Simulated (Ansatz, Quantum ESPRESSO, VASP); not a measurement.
## One structure in several programs: TiNbB4 (P6/mmm, 6 atoms in the cell)

Self-consistent single point.

```
TiNbB4
1.0
    3.08703     0.00000     0.00000
   -1.54351     2.67345     0.00000
    0.00000     0.00000     6.59943
Ti Nb B
1 1 4
Direct
  0.00000   0.00000   0.50000
  0.00000   0.00000   0.00000
  0.33333   0.66667   0.74077
  0.66667   0.33333   0.25923
  0.66667   0.33333   0.74077
  0.33333   0.66667   0.25923
```

Shared settings, as Ansatz (a first-principles code) writes them: kpoints.mp_grid.grid = 10 10 4; magnetization.spin_orbit = true; scf.occupations.method = fermi_dirac; scf.occupations.width = 0.1 eV. Potentials and cutoffs stand in the table.

| code | model | pressure (GPa) | largest force (eV/Å) | cutoff |
|---|---|---|---|---|
| Quantum ESPRESSO | PBEsol, spin-orbit coupling, PseudoDojo fully relativistic norm-conserving (PBESOL) pseudopotentials | -9.64 | 0.101 | 85 Ry |
| VASP | PBEsol, spin-orbit coupling, VASP's PBE PAW potentials (set 64) | -10.33 | 0.118 | 400 eV |
| Ansatz | PBEsol with spin-orbit coupling, PAW files made with PBE | -10.31 | 0.105 | default |

The spread over the programs that give each value: pressure within 0.69 GPa; largest force within 0.017 eV/Å.

Ansatz's pressure is given at a fixed set of plane waves, as the other plane-wave codes print theirs; with its correction for the finite basis it is -10.18 GPa.

VASP's run is marked for a possible Pulay error in its stress at this cutoff; no cutoff test was made.

The starting cell comes from a database of computed structures (which also holds hypothetical and non-ambient phases and stackings), without a prior relaxation at this level. Its lattice was rescaled by a random factor within 2.5 % of one.

Keys are those of Ansatz 0.2.
